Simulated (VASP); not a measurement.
# Mg6ZnB (Amm2) in VASP: reference runs

Aim: a first look at Mg6ZnB with PBE, on the cell as given and on a disturbed one.

All numbers are computed with VASP 6.6.1; they aren't measurements. Logs are shortened: lines on timing, memory, paths and dates and some standing lists are left out, and cuts for length are marked.

### Step 1. The structure

Symmetry: Amm2, No. 38, orthorhombic system. The conventional cell has a = 3.886 Å, b = 8.094 Å, c = 9.770 Å, α = 90.00°, β = 90.00°, γ = 90.00°. Zn (site symmetry mm2) has 6 Mg at 2.73 to 2.83 Å as nearest neighbours. Mg (site symmetry mm2) has 2 Zn at 2.83 Å and 10 Mg at 2.99 to 3.25 Å as nearest neighbours. Around Mg (site symmetry m) lie 1 B at 2.56 Å and 2 Zn at 2.73 Å and 2 Mg at 2.92 Å. Mg (site symmetry mm2) is surrounded by 2 B at 2.44 Å. Around Mg (site symmetry m) lie 2 B at 2.64 Å and 2 Mg at 2.89 to 2.92 Å. B (site symmetry mm2) has 8 Mg at 2.44 to 2.64 Å as nearest neighbours.

The cell comes from a database or a generator and needn't be the stable form of this composition.

### Step 2. Single point, PBE

Input file INCAR:

```
  PREC = Accurate
  ENCUT = 520
  EDIFF = 1E-7
  ISMEAR = -1
  SIGMA = 0.05
  LREAL = False
  LASPH = True
  NELM = 80
  ALGO = Normal
  ISIF = 2
  LWAVE = False
  LCHARG = False
  GGA = PE
  NBANDS = 24
```

Input file KPOINTS:

```
Automatic mesh
0
Gamma
  7 5 5
```

Input file POSCAR:

```
Mg6ZnB
1.0
    3.8855970000      0.0000000000      0.0000000000
    0.0000000000      4.0472470000      4.8849430000
    0.0000000000     -4.0472470000      4.8849430000
Zn Mg B
1 6 1
Direct
    0.5000000000      0.4296370000      0.4296370000
    0.0000000000      0.6403570000      0.6403570000
    0.0000000000      0.1536790000      0.6167360000
    0.0000000000      0.6167360000      0.1536790000
    0.5000000000      0.8725100000      0.8725100000
    0.5000000000      0.3102060000      0.9535040000
    0.5000000000      0.9535040000      0.3102060000
    0.0000000000      0.0233720000      0.0233720000
```

Potentials or basis: VASP PAW PBE potentials, release 64 (Zn, Mg, B).

Run with:

```
cat potpaw_PBE.64/Zn/POTCAR potpaw_PBE.64/Mg/POTCAR potpaw_PBE.64/B/POTCAR > POTCAR
mpirun -np 1 vasp_std > vasp.out
```

OUTCAR:

```text
PREC = Accurate
   ENCUT = 520
   EDIFF = 1E-7
   ISMEAR = -1
   LREAL = False
   LASPH = True
   NELM = 80
   ISIF = 2
   GGA = PE

 ion  position               nearest neighbor table
   1  0.500  0.430  0.430-   3 2.73   4 2.73   3 2.73   4 2.73   2 2.83   2 2.83   7 3.25   6 3.25
                             7 3.27   6 3.27
   2  0.000  0.640  0.640-   1 2.83   1 2.83   5 2.99   5 2.99   4 3.12   3 3.12   3 3.23   4 3.23
                             6 3.25   7 3.25   6 3.25   7 3.25
   3  0.000  0.154  0.617-   8 2.56   1 2.73   1 2.73   5 2.92   5 2.92   2 3.12   7 3.18   7 3.18
                             6 3.18   6 3.18   2 3.23
   4  0.000  0.617  0.154-   8 2.56   1 2.73   1 2.73   5 2.92   5 2.92   2 3.12   6 3.18   6 3.18
                             7 3.18   7 3.18   2 3.23
   5  0.500  0.873  0.873-   8 2.44   8 2.44   6 2.92   7 2.92   3 2.92   3 2.92   4 2.92   4 2.92
                             2 2.99   2 2.99   7 3.51   6 3.51
   6  0.500  0.310  0.954-   8 2.64   8 2.64   7 2.89   5 2.92   4 3.18   4 3.18   3 3.18   3 3.18
                             1 3.25   2 3.25   2 3.25   1 3.27   5 3.51
   7  0.500  0.954  0.310-   8 2.64   8 2.64   6 2.89   5 2.92   3 3.18   3 3.18   4 3.18   4 3.18
                             1 3.25   2 3.25   2 3.25   1 3.27   5 3.51
   8  0.000  0.023  0.023-   5 2.44   5 2.44   3 2.56   4 2.56   7 2.64   6 2.64   6 2.64   7 2.64

  LATTYP: Found a base centered orthorhombic cell.
 ALAT       =     8.0944940000
 B/A-ratio  =     1.2069792133
 C/A-ratio  =     0.4800296350

  Lattice vectors:

 A1 = (   0.0000000000,   4.0472470000,  -4.8849430000)
 A2 = (   0.0000000000,   4.0472470000,   4.8849430000)
 A3 = (   3.8855970000,   0.0000000000,   0.0000000000)

Analysis of symmetry for initial positions (statically):
=====================================================================
 Subroutine PRICEL returns:
 Original cell was already a primitive cell.

 Routine SETGRP: Setting up the symmetry group for a
 base centered orthorhombic supercell.

 Subroutine GETGRP returns: Found  4 space group operations
 (whereof  4 operations were pure point group operations)
 out of a pool of  8 trial point group operations.

The static configuration has the point symmetry C_2v.

Analysis of symmetry for dynamics (positions and initial velocities):
=====================================================================
 Subroutine PRICEL returns:
 Original cell was already a primitive cell.

 Routine SETGRP: Setting up the symmetry group for a
 base centered orthorhombic supercell.

 Subroutine GETGRP returns: Found  4 space group operations
 (whereof  4 operations were pure point group operations)
 out of a pool of  8 trial point group operations.

The dynamic configuration has the point symmetry C_2v.

 Subroutine INISYM returns: Found  4 space group operations
 (whereof  4 operations are pure point group operations),
 and found     1 'primitive' translations

----------------------------------------------------------------------------------------

                                     Primitive cell

  volume of cell :     153.6409

  direct lattice vectors                    reciprocal lattice vectors
     3.885597000  0.000000000  0.000000000     0.257360709  0.000000000  0.000000000
     0.000000000  4.047247000  4.884943000     0.000000000  0.123540767  0.102355340
     0.000000000 -4.047247000  4.884943000     0.000000000 -0.123540767  0.102355340

  length of vectors
     3.885597000  6.343727326  6.343727326     0.257360709  0.160433590  0.160433590

  position of ions in fractional coordinates (direct lattice)
     0.500000000  0.429637000  0.429637000
     0.000000000  0.640357000  0.640357000
     0.000000000  0.153679000  0.616736000
     0.000000000  0.616736000  0.153679000
     0.500000000  0.872510000  0.872510000
     0.500000000  0.310206000  0.953504000
     0.500000000  0.953504000  0.310206000
     0.000000000  0.023372000  0.023372000

  ion indices of the primitive-cell ions
   primitive index   ion index
                 1           1
                 2           2
                 3           3
                 4           4
                 5           5
                 6           6
                 7           7
                 8           8

----------------------------------------------------------------------------------------

 KPOINTS: Automatic mesh

Automatic generation of k-mesh.
 Grid dimensions read from file:
 generate k-points for:    7    5    5

 Generating k-lattice:

  Cartesian coordinates                     Fractional coordinates (reciprocal lattice)
     0.036765816  0.000000000  0.000000000     0.142857143  0.000000000  0.000000000
     0.000000000  0.024708153  0.020471068     0.000000000  0.200000000  0.000000000
     0.000000000 -0.024708153  0.020471068     0.000000000  0.000000000  0.200000000

  Length of vectors
     0.036765816  0.032086718  0.032086718

  Shift w.r.t. Gamma in fractional coordinates (k-lattice)
     0.000000000  0.000000000  0.000000000

 Subroutine IBZKPT returns following result:
 ===========================================

 Found     36 irreducible k-points:

 Following reciprocal coordinates:
            Coordinates               Weight
  0.000000  0.000000  0.000000      1.000000
  0.142857  0.000000  0.000000      2.000000
  0.285714  0.000000  0.000000      2.000000
  0.428571  0.000000  0.000000      2.000000
  0.000000  0.200000 -0.000000      4.000000
  0.142857  0.200000 -0.000000      8.000000
[... 16 lines left out ...]
  0.285714 -0.400000  0.200000      8.000000
  0.428571 -0.400000  0.200000      8.000000
 [... further k-points ...]
   k-points           NKPTS =     36   k-points in BZ     NKDIM =     36   number of bands    NBANDS=     24
   number of dos      NEDOS =    301   number of ions     NIONS =      8
   total plane-waves  NPLWV =  69120
   dimension x,y,z NGX =    30 NGY =   48 NGZ =   48
   dimension x,y,z NGXF=    60 NGYF=   96 NGZF=   96
   ions per type =               1   6   1
   NGX,Y,Z   is equivalent  to a cutoff of  12.84, 12.58, 12.58 a.u.
   NGXF,Y,Z  is equivalent  to a cutoff of  25.67, 25.16, 25.16 a.u.
 SYSTEM =  unknown system
   PREC   = accura    normal or accurate (medium, high low for compatibility)
   ISTART =      0    job   : 0-new  1-cont  2-samecut
   ICHARG =      2    charge: 1-file 2-atom 10-const
   ISPIN  =      1    spin polarized calculation?
   LNONCOLLINEAR =      F non collinear calculations
   LSORBIT =      F    spin-orbit coupling
   LASPH  =      T    aspherical Exc in radial PAW
   ENCUT  =  520.0 eV  38.22 Ry    6.18 a.u.   7.22 11.80 11.80*2*pi/ulx,y,z
   NELM   =     80;   NELMIN=  2; NELMDL= -5     # of ELM steps
   EDIFF  = 0.1E-06   stopping-criterion for ELM
   LREAL  =      F    real-space projection
   EDIFFG = 0.1E-05   stopping-criterion for IOM
   NSW    =      0    number of steps for IOM
   IBRION =     -1    ionic relax: 0-MD 1-quasi-New 2-CG
   NFREE  =      0    steps in history (QN), initial steepest desc. (CG)
   ISIF   =      2    stress and relaxation
   ISYM   =      2    0-nonsym 1-usesym 2-fastsym
   POTIM  = 0.5000    time-step for ionic-motion
   TEBEG  =    0.0;   TEEND  =   0.0 temperature during run
   PSTRESS=    0.0 pullay stress
   NELECT =      27.0000    total number of electrons
   NUPDOWN=      -1.0000    fix difference up-down
   EMIN   =  10.00;   EMAX   =-10.00  energy-range for DOS
   EFERMI =   0.00;   METHOD = LEGACY
   ISMEAR =    -1;   SIGMA  =   0.05  broadening in eV -4-tet -1-fermi 0-gaus
   EFERMI_NEDOS =   21; number of points for ismear=-14 and -15
   IALGO  =     38    algorithm
   IMIX   =      4    mixing-type and parameters
     AMIX     =   0.40;   BMIX     =  1.00
     AMIX_MAG =   1.60;   BMIX_MAG =  1.00
  volume/ion in A,a.u.               =      19.21       129.60
  Fermi-wavevector in a.u.,A,eV,Ry     =   0.916981  1.732843 11.440520  0.840855
  Thomas-Fermi vector in A             =   2.041898
   LORBIT       =      0    0 simple, 1 ext, 2 COOP (PROOUT), +10 PAW based schemes
   GGA     = PE    functional components
   LHFCALC =     F    Hartree Fock is set to
   AEXX    =    0.0000 exact exchange contribution
   IVDW    =     0    specifies the selected vdW correction
   LEPSILON=     F    determine dielectric tensor
   LRPA    =     F    only Hartree local field effects (RPA)
 non-spin polarized calculation
  energy-cutoff  :      520.00
  volume of cell :      153.64
 maximum number of plane-waves:      4157
 NGX is ok and might be reduce to    30
   NGX = 15   NGY = 23   NGZ = 23

 number of electron      26.9999995 magnetization

 Free energy of the ion-electron system (eV)
  ---------------------------------------------------
  ext. energy  EPLUGINS =         0.00000000
  ---------------------------------------------------
  free energy    TOTEN  =       -15.41414173 eV

  energy without entropy =      -15.38685558  energy(sigma->0) =      -15.40049866

 E-fermi :   2.8516     XC(G=0):  -9.0868

 val. band max:        2.8491695849   @ k =   0.0000  -0.4000   0.4000
 cond. band min:       2.8537490733   @ k =   0.4286  -0.2000   0.2000
 fundamental gap:      0.0045794884
 Fermi energy:         2.8516369803

 k-point     1 :       0.0000    0.0000    0.0000
  band No.  band energies     occupation
      1      -5.3700      2.00000
      2      -4.5887      2.00000
      3      -4.5164      2.00000
      4      -4.4614      2.00000
      5      -4.4610      2.00000
      6      -4.4528      2.00000
[... 16 lines left out ...]
     23       8.5675      0.00000
     24       9.3311      0.00000

 k-point     2 :       0.1429    0.0000    0.0000
  band No.  band energies     occupation
      1      -5.1856      2.00000
      2      -4.5576      2.00000
      3      -4.5315      2.00000
      4      -4.4744      2.00000
      5      -4.4572      2.00000
      6      -4.4499      2.00000
[... 16 lines left out ...]
     23       8.3728      0.00000
     24       9.5108      0.00000

 k-point     3 :       0.2857    0.0000    0.0000
  band No.  band energies     occupation
      1      -4.6591      2.00000
      2      -4.5636      2.00000
      3      -4.5071      2.00000
      4      -4.4829      2.00000
      5      -4.4489      2.00000
      6      -4.4372      2.00000
[... 16 lines left out ...]
     23       8.5952      0.00000
     24       9.6243      0.00000

 k-point     4 :       0.4286    0.0000    0.0000
  band No.  band energies     occupation
      1      -4.5880      2.00000
      2      -4.5265      2.00000
      3      -4.4541      2.00000
      4      -4.4435      2.00000
      5      -4.4425      2.00000
      6      -3.8473      2.00000
[... 16 lines left out ...]
     23       7.5910      0.00000
     24       9.6639      0.00000

 k-point     5 :       0.0000    0.2000   -0.0000
  band No.  band energies     occupation
      1      -5.2556      2.00000
      2      -4.5905      2.00000
      3      -4.5164      2.00000
      4      -4.4615      2.00000
      5      -4.4596      2.00000
      6      -4.4547      2.00000
[... 16 lines left out ...]
     23       8.4908      0.00000
     24       9.0078      0.00000

 k-point     6 :       0.1429    0.2000   -0.0000
  band No.  band energies     occupation
      1      -5.0746      2.00000
      2      -4.5583      2.00000
      3      -4.5302      2.00000
      4      -4.4746      2.00000
      5      -4.4558      2.00000
      6      -4.4512      2.00000
[... 16 lines left out ...]
     23       8.4821      0.00000
     24       9.0479      0.00000
[... 379 lines left out ...]
 k-point    21 :       0.0000   -0.4000    0.2000
  band No.  band energies     occupation
      1      -4.8720      2.00000
      2      -4.6084      2.00000
      3      -4.5166      2.00000
      4      -4.4617      2.00000
      5      -4.4589      2.00000
      6      -4.4475      2.00000
[... 16 lines left out ...]
     23       8.2048      0.00000
     24       8.7262      0.00000

 k-point    22 :       0.1429   -0.4000    0.2000
  band No.  band energies     occupation
      1      -4.7226      2.00000
      2      -4.5651      2.00000
      3      -4.5202      2.00000
      4      -4.4758      2.00000
      5      -4.4534      2.00000
      6      -4.4365      2.00000
[... 16 lines left out ...]
     23       8.4306      0.00000
     24       8.9144      0.00000

 k-point    23 :       0.2857   -0.4000    0.2000
  band No.  band energies     occupation
      1      -4.5867      2.00000
      2      -4.5126      2.00000
      3      -4.4851      2.00000
      4      -4.4617      2.00000
      5      -4.4436      2.00000
      6      -4.1683      2.00000
[... 16 lines left out ...]
     23       8.2834      0.00000
     24       8.5430      0.00000

 k-point    24 :       0.4286   -0.4000    0.2000
  band No.  band energies     occupation
      1      -4.5996      2.00000
      2      -4.5314      2.00000
      3      -4.4500      2.00000
      4      -4.4415      2.00000
      5      -4.4363      2.00000
      6      -3.5411      2.00000
[... 16 lines left out ...]
     23       7.4081      0.00000
     24       8.3216      0.00000

 [... further k-points ...]
[... 5 lines left out ...]
  --------------------------------------------------------------------------------------
  -------------------------------------------------------------------------------------
  Total       -0.9282017      0.6606235      0.1528937      0.0000000      0.0000000      0.0000000
  in kB       -9.6793455      6.8890233      1.5943855      0.0000000      0.0000000      0.0000000
  external PRESSURE =      -0.3986456 kB  Pullay stress =       0.0000000 kB

 VOLUME and BASIS-vectors are now :
 -----------------------------------------------------------------------------
  energy-cutoff  :      520.00
  volume of cell :      153.64
      direct lattice vectors                 reciprocal lattice vectors
     3.885597000  0.000000000  0.000000000     0.257360709  0.000000000  0.000000000
     0.000000000  4.047247000  4.884943000     0.000000000  0.123540767  0.102355340
     0.000000000 -4.047247000  4.884943000     0.000000000 -0.123540767  0.102355340

 POSITION                                       TOTAL-FORCE (eV/Angst)
 -----------------------------------------------------------------------------------
      1.94280      0.00000      4.19750         0.000000     -0.000000     -0.007601
      0.00000      0.00000      6.25621         0.000000     -0.000000     -0.077562
      0.00000     -1.87411      3.76343         0.000000     -0.022708      0.065342
      0.00000      1.87411      3.76343         0.000000      0.022708      0.065342
      1.94280      0.00000      8.52432         0.000000     -0.000000      0.016060
      1.94280     -2.60359      6.17315         0.000000     -0.003942      0.002214
      1.94280      2.60359      6.17315         0.000000      0.003942      0.002214
      0.00000      0.00000      0.22834         0.000000     -0.000000     -0.066011
 -----------------------------------------------------------------------------------
    total drift:                                0.000000      0.000001      0.000817

  FREE ENERGIE OF THE ION-ELECTRON SYSTEM (eV)
  ---------------------------------------------------
  free  energy   TOTEN  =       -15.4141417307 eV

  energy  without entropy=      -15.3868555818  energy(sigma->0) =      -15.40049866
```

Wall time 2.8 min (1 thread of Intel Xeon Platinum 8488C (Sapphire Rapids), shared host); peak memory 0.32 GiB.

Results:

| Quantity | Value |
| --- | --- |
| Free energy | -15.4141 eV |
| Pressure | 0.0 GPa |
| Largest force | 0.078 eV/Å |
| Band gap on the k mesh | none (metal or under the smearing width) |

Forces in eV/Å, atoms in the order of the input:
```
Zn   0.000  0.000 -0.008
Mg   0.000  0.000 -0.078
Mg   0.000 -0.023  0.065
Mg   0.000  0.023  0.065
Mg   0.000  0.000  0.016
Mg   0.000 -0.004  0.002
Mg   0.000  0.004  0.002
B    0.000  0.000 -0.066
```

(Part 1 of 2 ends here.)
